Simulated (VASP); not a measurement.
VASP ran on this input.

### INCAR
```
SYSTEM=BN
PREC=Accurate; ENCUT=520; LREAL=.FALSE.
LASPH=.TRUE.
EDIFF=1E-6; NELM=100; ALGO=Normal
ISMEAR=0; SIGMA=0.05
IBRION=2; NSW=60; ISIF=3
EDIFFG=-0.02
LWAVE=.FALSE.; LCHARG=.FALSE.
```

### POSCAR
```
BN
1.0
  2.4899011515   0.0000000000   0.0000000000
 -1.2449505758   2.1563178560   0.0000000000
  0.0000000000   0.0000000000   7.0292654158
B N
2 2
direct
  0.6666670000   0.3333330000   0.7500000000
  0.3333330000   0.6666670000   0.2500000000
  0.0000000000   0.0000000000   0.7500000000
  0.0000000000   0.0000000000   0.2500000000
```

File KPOINTS:
```
Automatic mesh
0
Gamma
9 9 3
0 0 0
```

POTCAR, in this order: B N (LDA.64 set). Program: vasp_std.

Translate this LDA calculation to Ansatz.

One equivalent input (not run):
Ansatz 0.2 input:
```yaml
crystal:
  lattice:
    - [2.4899012, 0.0000000, 0.0000000]
    - [-1.2449506, 2.1563179, 0.0000000]
    - [0.0000000, 0.0000000, 7.0292654]
  atoms:
    - { symbol: B, position: [0.6666670, 0.3333330, 0.7500000] }
    - { symbol: B, position: [0.3333330, 0.6666670, 0.2500000] }
    - { symbol: N, position: [0.0000000, 0.0000000, 0.7500000] }
    - { symbol: N, position: [0.0000000, 0.0000000, 0.2500000] }
kpoints:
  mp_grid: { grid: [9, 9, 3] }
hamiltonian:
  xc: lda
  pseudopotentials: { kind: paw }
scf:
  occupations: { method: gaussian, width: 0.05 }
  max_iter: 100
relax:
  max_steps: 60
  f_tol: 0.02
  cell: {}
output: { forces: true, stress: true, eigenvalues: true }
```
Limits of the translation: each code has its own PAW files, so the cut-off isn't converted (ENCUT is set for VASP's; basis.ecutwfc is left out, and Ansatz then takes the one that its files recommend); Ansatz stops its SCF on the density residual and VASP on the energy change (EDIFF); Ansatz's lda is the Perdew-Wang form, while the LDA potentials of VASP carry Perdew-Zunger's.

The structure comes from a computed database's BN entry (P6_3/mmc); how it stands against other phases isn't given here. It was relaxed first, which changed the volume by -6 %. The start is the result of an earlier pass.
